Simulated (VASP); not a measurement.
**Zn3CdO4 (space group P3m1): computed properties**

Calculation: PBEsol GGA, VASP's PBE PAW potentials (set 64) (plane waves; VASP).

```
Property                                                                                              Value
---------------------------------------------  ------------------------------------------------------------
space group                                                                                      P3m1 (156)
cell                                           a = b = 3.3005 Å, c = 10.8974 Å, α = β = 90.00°, γ = 120.00°
volume per atom                                                                               12.85 Å³/atom
band gap (over mesh and band path)                                                                  0.10 eV
smallest direct gap (over mesh and band path)                                                       0.10 eV
band-edge character                                                                          direct, Γ to Γ
density                                                                                          6.02 g/cm³
```

```cif
data_CdO4Zn3
_chemical_formula_sum 'Zn3 Cd1 O4'
_space_group_name_H-M_alt 'P 1'
_space_group_IT_number 1
_cell_length_a 3.30046
_cell_length_b 3.30046
_cell_length_c 10.89738
_cell_angle_alpha 90.000
_cell_angle_beta 90.000
_cell_angle_gamma 120.000
loop_
_space_group_symop_operation_xyz
  'x, y, z'
loop_
_atom_site_label
_atom_site_type_symbol
_atom_site_fract_x
_atom_site_fract_y
_atom_site_fract_z
_atom_site_occupancy
Zn1 Zn 0.00000 0.00000 0.25097 1
Zn2 Zn 0.33333 0.66667 0.01443 1
Zn3 Zn 0.33333 0.66667 0.48699 1
Cd1 Cd 0.00000 0.00000 0.75659 1
O1 O 0.00000 0.00000 0.95897 1
O2 O 0.00000 0.00000 0.43141 1
O3 O 0.33333 0.66667 0.66548 1
O4 O 0.33333 0.66667 0.19506 1
```

The structure comes from a computed database's Zn3CdO4 entry (P3m1); how it stands against other phases isn't given here. It was relaxed first. Symmetry was kept, so distortions that lower it aren't found.
